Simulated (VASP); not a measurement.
All values below come from revPBE GGA, VASP's PBE PAW potentials (set 64) (plane waves; VASP).

VASP input:

### POSCAR
```
InP
1
    0.0000000000     2.9993964536     2.9993964536
    2.9993964536     0.0000000000     2.9993964536
    2.9993964536     2.9993964536     0.0000000000
In P
1 1
Direct
  0.0000000000   0.0000000000   0.0000000000
  0.2500000000   0.2500000000   0.2500000000
```

### KPOINTS
```
K-points
0
G
 8 8 8
```

INCAR:
```
! general
SYSTEM   =  InP
PREC     =  Accurate
ENCUT    =  520   ! plane-wave cut-off (eV)
LREAL    =  F
LASPH    =  T

! electronic loop
EDIFF    =  1E-7   ! SCF stop (eV)
NELM     =  100   ! most electronic steps
ALGO     =  Normal
LMAXMIX  =  4   ! l cut-off of mixed one-centre charges

! smearing
ISMEAR   =  0   ! Gaussian
SIGMA    =  0.05

! functional
GGA      =  RE   ! revPBE

! ions
ISIF     =  2   ! forces and stress, cell fixed

! output
LWAVE    =  F
LCHARG   =  F
```

POTCAR, in this order: In_d P (PBE.64 set). Program: vasp_std.

The resulting files:

### OSZICAR
```
       N       E                     dE             d eps       ncg     rms          rms(c)
DAV:   1     0.114040981464E+03    0.11404E+03   -0.86393E+03   754   0.151E+03
DAV:   2     0.396654982442E+00   -0.11364E+03   -0.11023E+03   789   0.323E+02
DAV:   3    -0.796702437037E+01   -0.83637E+01   -0.83024E+01   979   0.914E+01
DAV:   4    -0.820586990126E+01   -0.23885E+00   -0.23871E+00   927   0.173E+01
DAV:   5    -0.821580143294E+01   -0.99315E-02   -0.99310E-02  1099   0.300E+00    0.535E+00
DAV:   6    -0.785178632567E+01    0.36402E+00   -0.72930E-01  1094   0.143E+01    0.338E+00
DAV:   7    -0.783528012320E+01    0.16506E-01   -0.18957E-01  1032   0.346E+00    0.130E+00
DAV:   8    -0.783908471642E+01   -0.38046E-02   -0.16812E-02   913   0.183E+00    0.298E-01
DAV:   9    -0.784062949469E+01   -0.15448E-02   -0.29538E-03   909   0.717E-01    0.193E-01
DAV:  10    -0.784075539431E+01   -0.12590E-03   -0.22689E-04  1008   0.139E-01    0.126E-01
DAV:  11    -0.784092782682E+01   -0.17243E-03   -0.17842E-04   819   0.833E-02    0.281E-02
DAV:  12    -0.784096352145E+01   -0.35695E-04   -0.80942E-05   884   0.113E-01    0.225E-02
DAV:  13    -0.784096508375E+01   -0.15623E-05   -0.43158E-06   874   0.181E-02    0.164E-02
DAV:  14    -0.784096618109E+01   -0.10973E-05   -0.22669E-06   834   0.115E-02    0.429E-03
DAV:  15    -0.784096624324E+01   -0.62156E-07   -0.72058E-08   727   0.250E-03
   1 F= -.78409662E+01 E0= -.78409662E+01  d E =-.652777E-11
```

**OUTCAR**
```
------------------------ aborting loop because EDIFF is reached ----------------------------------------
  FORCE on cell =-STRESS in cart. coord.  units (eV):
  Direction    XX          YY          ZZ          XY          YZ          ZX
  --------------------------------------------------------------------------------------
  Total        0.0046340      0.0046340      0.0046340     -0.0000000     -0.0000000     -0.0000000
  in kB        0.1375742      0.1375742      0.1375742     -0.0000000     -0.0000000     -0.0000000
  external PRESSURE =       0.1375742 kB  Pullay stress =       0.0000000 kB
  volume of cell :       53.97
      direct lattice vectors                 reciprocal lattice vectors
     0.000000000  2.999396454  2.999396454    -0.166700204  0.166700204  0.166700204
     2.999396454  0.000000000  2.999396454     0.166700204 -0.166700204  0.166700204
     2.999396454  2.999396454  0.000000000     0.166700204  0.166700204 -0.166700204
  FREE ENERGIE OF THE ION-ELECTRON SYSTEM (eV)
  ---------------------------------------------------
  free  energy   TOTEN  =        -7.8409662432 eV

  energy  without entropy=       -7.8409662432  energy(sigma->0) =       -7.84096624
```
(Selected blocks of OUTCAR.)

The compound is InP in the zinc blende structure. It was relaxed first, which changed the volume by +7 %.
